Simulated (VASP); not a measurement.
BaY, 2 atoms in the cell. Symmetry: Pm-3m, No. 221, cubic system. Conventional cell: a = 4.420 Å, b = 4.420 Å, c = 4.420 Å, α = 90.00°, β = 90.00°, γ = 90.00°. Ba (site symmetry m-3m) is surrounded by 8 Y at 3.83 Å. Y (site symmetry m-3m) is surrounded by 8 Ba at 3.83 Å. The cell was built by a generator and needn't be a form met in nature.

```yaml
Program: VASP 6.6.1
Task: band structure
Functional: PBEsol
Potentials_or_basis: VASP PAW PBE potentials, release 64 (Ba_sv, Y_sv)
Cutoff: 520 eV
k_mesh: 6 × 6 × 6
Occupations: fermi-dirac, width 0.05 eV
Spin: no spin polarisation
Further_INCAR_settings: ALGO = Normal; EDIFF = 1e-06; NBANDS = 18
```

Potentials or basis: VASP PAW PBE potentials, release 64 (Ba_sv, Y_sv).

The run is started by

```sh
$ cat potpaw_PBE.64/Ba_sv/POTCAR potpaw_PBE.64/Y_sv/POTCAR > POTCAR
$ cp INCAR.step1 INCAR
$ cp KPOINTS.step1 KPOINTS
$ mpirun -np 1 vasp_std > vasp.out
$ cp INCAR.step2 INCAR
$ cp KPOINTS.step2 KPOINTS
$ mpirun -np 1 vasp_std > vasp.out
```

Hardware: 1 thread of Intel(R) Xeon(R) Platinum 8488C (Sapphire Rapids), with other jobs on the host.

**Question.** Estimate the wall time of this run.

**Answer.** It took 70 s on 1 thread of Intel(R) Xeon(R) Platinum 8488C (Sapphire Rapids), on a shared host, peak memory 0.27 GiB. Counts: scf iterations 7, k points 60.
